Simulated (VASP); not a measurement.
**W: relaxation of cell and atoms with PBE**

The system is W.

```
W
1.0
    -1.59198    1.59198    1.59198
     1.59198   -1.59198    1.59198
     1.59198    1.59198   -1.59198
W
1
Direct
  0.00000 0.00000 0.00000
```

```json
{
  "Program": "VASP 6.6.1",
  "Task": "relaxation of cell and atoms",
  "Functional": "PBE",
  "Potentials or basis": "VASP PAW PBE potentials, release 64 (W_sv)",
  "Cutoff": "350 eV",
  "k mesh": "18 × 18 × 18",
  "Occupations": "gaussian, width 0.1 eV",
  "Spin": "no spin polarisation",
  "Further INCAR settings": "ALGO = Fast; EDIFF = 1e-07; IBRION = 2; EDIFFG = -0.002; NSW = 80; ISIF = 3"
}
```

```json
{"Relaxed volume": "16.14 Å³/atom", "Relaxed cell": "a = 2.758 Å, b = 2.758 Å, c = 2.758 Å, α = 109.47°, β = 109.47°, γ = 109.47°", "Space group after relaxing (to 0.05 Å)": "Im-3m (No. 229)", "Energy gained by relaxing": "0.0 meV/atom", "Ionic steps": "3", "Pressure after relaxing": "0.0 GPa", "Band gap on the k mesh": "none (metal or under the smearing width)"}
```

Final structure:
```
CELL_PARAMETERS angstrom
-1.59206 1.59206 1.59206
1.59206 -1.59206 1.59206
1.59206 1.59206 -1.59206
ATOMIC_POSITIONS crystal
W 0.00000 0.00000 0.00000
```

Levels at points of the mesh, in eV from the Fermi level:
```csv
k point,band 4,band 5,band 6,band 7,band 8,band 9,band 10,band 11
"(0.00, 0.00, 0.00)",-37.79,-9.54,-1.19,-1.19,-1.19,2.22,2.22,14.48
"(0.50, 0.00, 0.00)",-37.80,-6.16,-3.48,0.62,2.11,3.06,6.00,10.79
"(0.50, 0.50, 0.50)",-38.64,-5.69,-5.69,5.04,5.04,5.04,8.10,8.10
```

Wall time 34 s on 1 thread of AMD EPYC 7R13 Processor (Zen 3) (shared host), peak memory 0.11 GiB.

The run has no spin-orbit coupling, so splittings on W are missing.
